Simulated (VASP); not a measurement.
Output of a VASP run:

### OSZICAR
```
...
DAV:   1     0.960735477409E+02    0.96074E+02   -0.91795E+03   456   0.114E+03
DAV:   2    -0.301728894963E+02   -0.12625E+03   -0.12523E+03   484   0.315E+02
DAV:   3    -0.376826072962E+02   -0.75097E+01   -0.75001E+01   580   0.888E+01
DAV:   4    -0.377927448514E+02   -0.11014E+00   -0.11012E+00   520   0.116E+01
DAV:   5    -0.377963211709E+02   -0.35763E-02   -0.35762E-02   598   0.205E+00    0.282E+00
DAV:   6    -0.361769357117E+02    0.16194E+01   -0.75007E-01   448   0.985E+00    0.252E+00
DAV:   7    -0.356239187372E+02    0.55302E+00   -0.27714E-01   460   0.675E+00    0.110E+00
DAV:   8    -0.364870278271E+02   -0.86311E+00   -0.59904E-01   448   0.429E+00    0.727E-01
DAV:   9    -0.361491324875E+02    0.33790E+00   -0.91357E-02   466   0.367E+00    0.807E-01
DAV:  10    -0.358987862419E+02    0.25035E+00   -0.50998E-02   448   0.172E+00    0.224E-01
DAV:  11    -0.359070879160E+02   -0.83017E-02   -0.11667E-01   448   0.423E+00    0.134E-01
DAV:  12    -0.359114372804E+02   -0.43494E-02   -0.18342E-03   568   0.472E-01    0.141E-01
DAV:  13    -0.359056955201E+02    0.57418E-02   -0.29013E-03   448   0.724E-01    0.122E-01
DAV:  14    -0.359269751234E+02   -0.21280E-01   -0.22073E-02   448   0.153E+00    0.117E-01
DAV:  15    -0.359210914189E+02    0.58837E-02   -0.20522E-03   448   0.431E-01    0.153E-01
DAV:  16    -0.359209169777E+02    0.17444E-03   -0.26691E-05   588   0.510E-02    0.170E-01
DAV:  17    -0.359210213498E+02   -0.10437E-03   -0.10278E-06   460   0.949E-03    0.171E-01
DAV:  18    -0.359210952974E+02   -0.73948E-04   -0.57228E-07   484   0.105E-02    0.171E-01
DAV:  19    -0.359219341510E+02   -0.83885E-03   -0.54702E-05   448   0.883E-02    0.179E-01
DAV:  20    -0.359274372745E+02   -0.55031E-02   -0.20399E-03   448   0.512E-01    0.246E-01
DAV:  21    -0.359276544948E+02   -0.21722E-03   -0.30868E-04   448   0.192E-01    0.215E-01
DAV:  22    -0.359274923749E+02    0.16212E-03   -0.79541E-05   460   0.974E-02    0.167E-01
DAV:  23    -0.359272923608E+02    0.20001E-03   -0.22606E-05   448   0.509E-02    0.985E-02
DAV:  24    -0.359272071469E+02    0.85214E-04   -0.51580E-06   448   0.248E-02    0.730E-02
DAV:  25    -0.359271279588E+02    0.79188E-04   -0.59440E-06   448   0.352E-02    0.541E-02
DAV:  26    -0.359270914906E+02    0.36468E-04   -0.59297E-06   448   0.308E-02    0.422E-02
DAV:  27    -0.359270721762E+02    0.19314E-04   -0.22124E-06   448   0.175E-02    0.328E-02
DAV:  28    -0.359270549112E+02    0.17265E-04   -0.20334E-06   448   0.172E-02    0.218E-02
DAV:  29    -0.359270519391E+02    0.29721E-05   -0.87072E-07   448   0.114E-02    0.168E-02
DAV:  30    -0.359270565974E+02   -0.46583E-05   -0.36992E-07   460   0.817E-03    0.105E-02
DAV:  31    -0.359270758844E+02   -0.19287E-04   -0.29433E-07   448   0.706E-03    0.428E-03
DAV:  32    -0.359270800877E+02   -0.42034E-05   -0.99722E-08   332   0.443E-03    0.318E-03
DAV:  33    -0.359270818859E+02   -0.17982E-05   -0.43906E-08   320   0.258E-03    0.287E-03
DAV:  34    -0.359270790446E+02    0.28413E-05   -0.50388E-08   320   0.355E-03    0.144E-03
DAV:  35    -0.359270790204E+02    0.24221E-07   -0.75245E-09   224   0.126E-03
   1 F= -.35927079E+02 E0= -.35927079E+02  d E =0.000000E+00
       N       E                     dE             ncg
       N       E                     dE             ncg
       N       E                     dE             ncg
       N       E                     dE             ncg
```

### OUTCAR
```
------------------------ aborting loop because EDIFF is reached ----------------------------------------
  FORCE on cell =-STRESS in cart. coord.  units (eV):
  Direction    XX          YY          ZZ          XY          YZ          ZX
  --------------------------------------------------------------------------------------
  Total       -0.0246047     -0.0246047     -0.0246047      0.0000000     -0.0000000     -0.0000000
  in kB       -0.4124888     -0.4124888     -0.4124888      0.0000000     -0.0000000     -0.0000000
  external PRESSURE =      -0.4124888 kB  Pullay stress =       0.0000000 kB
  volume of cell :       95.57
      direct lattice vectors                 reciprocal lattice vectors
     0.000000000  3.628790589  3.628790589    -0.137786953  0.137786953  0.137786953
     3.628790589  0.000000000  3.628790589     0.137786953 -0.137786953  0.137786953
     3.628790589  3.628790589  0.000000000     0.137786953  0.137786953 -0.137786953
 POSITION                                       TOTAL-FORCE (eV/Angst)
 -----------------------------------------------------------------------------------
      1.81440      1.81440      1.81440         0.000000      0.000000     -0.000000
      5.44319      5.44319      5.44319        -0.000000     -0.000000      0.000000
      0.00000      0.00000      0.00000        -0.000000      0.000000      0.000000
 -----------------------------------------------------------------------------------
    total drift:                                0.000000      0.000000      0.000000
  FREE ENERGIE OF THE ION-ELECTRON SYSTEM (eV)
  ---------------------------------------------------
  free  energy   TOTEN  =       -35.9270790204 eV

  energy  without entropy=      -35.9270790204  energy(sigma->0) =      -35.92707902

 total charge

# of ion       s       p       d       tot
------------------------------------------
    1        0.053   5.982   0.000   6.035
    2        0.053   5.982   0.000   6.035
    3        1.335   2.179   0.001   3.516
--------------------------------------------------
tot          1.440  14.144   0.001  15.585
```
(Selected blocks of OUTCAR.)

POSCAR:
```
Na2Te
1
   -0.0000000000     3.6287905890     3.6287905890
    3.6287905890     0.0000000000     3.6287905890
    3.6287905890     3.6287905890     0.0000000000
Na Te
2 1
Direct
  0.2500000000   0.2500000000   0.2500000000
  0.7500000000   0.7500000000   0.7500000000
  1.0000000000   1.0000000000   0.0000000000
```

Write an INCAR and KPOINTS that could have produced this output.

Several could match; the one computed here: the input of the run itself, r2SCAN meta-GGA, plane waves, VASP's PBE PAW potentials (set 64).

**INCAR**
```
NEDOS = 601   ! DOS grid
LASPH = T
NELM = 100
PREC = Accurate
ALGO = Normal   ! blocked Davidson
EDIFF = 1E-7   ! SCF stop (eV)
LCHARG = F
ENCUT = 400   ! plane-wave cut-off (eV)
LORBIT = 11   ! lm-projected
METAGGA = R2SCAN
SYSTEM = Na2Te
LMAXMIX = 4
LREAL = F
ISMEAR = -5
LWAVE = F
LMIXTAU = T
ISIF = 2   ! forces and stress, cell fixed
```

**KPOINTS**
```
Automatic mesh
0
Gamma
6 6 6
0 0 0
```

KPOINTS_OPT:
```
k-points along high-symmetry lines
10
Line-mode
Reciprocal
  0.000000   0.000000   0.000000 ! GAMMA
  0.500000   0.000000   0.500000 ! X

  0.500000   0.000000   0.500000 ! X
  0.625000   0.250000   0.625000 ! U

  0.375000   0.375000   0.750000 ! K
  0.000000   0.000000   0.000000 ! GAMMA

  0.000000   0.000000   0.000000 ! GAMMA
  0.500000   0.500000   0.500000 ! L

  0.500000   0.500000   0.500000 ! L
  0.500000   0.250000   0.750000 ! W

  0.500000   0.250000   0.750000 ! W
  0.500000   0.000000   0.500000 ! X
```

POTCAR, in this order: Na_pv Te (PBE.64 set). Program: vasp_std.

The structure comes from a computed database's Na2Te entry (Fm-3m); how it stands against other phases isn't given here. It was relaxed first.
